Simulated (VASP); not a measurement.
Consider the following.

```
BaF2
1.0
    0.00000     3.14422     3.14422
    3.14422     0.00000     3.14422
    3.14422     3.14422     0.00000
Ba F
1 2
Cartesian
  0.00000   0.00000   0.00000
  1.57211   1.57211   1.57211
  4.71633   4.71633   4.71633
```

The numbers are results of PBE GGA, VASP's PBE PAW potentials (set 64) (plane waves; VASP), not measurements. Numerical set-up: 520 eV cut-off, Gaussian smearing of 0.050 eV, potentials Ba_sv F.

Unless said otherwise, spin-orbit coupling is left out, though it shifts the bands of the heavy elements here.

Problem. What does the run give for the band gap (along the path) with the smallest direct gap where there is one?

Solution. 
```yaml
band gap (along the path): 6.57 eV
smallest direct gap (along the path): 6.63 eV
```

The absolute energy has meaning only against runs of the same code, potentials and settings.

The compound is BaF2 in the fluorite structure. It was relaxed first.
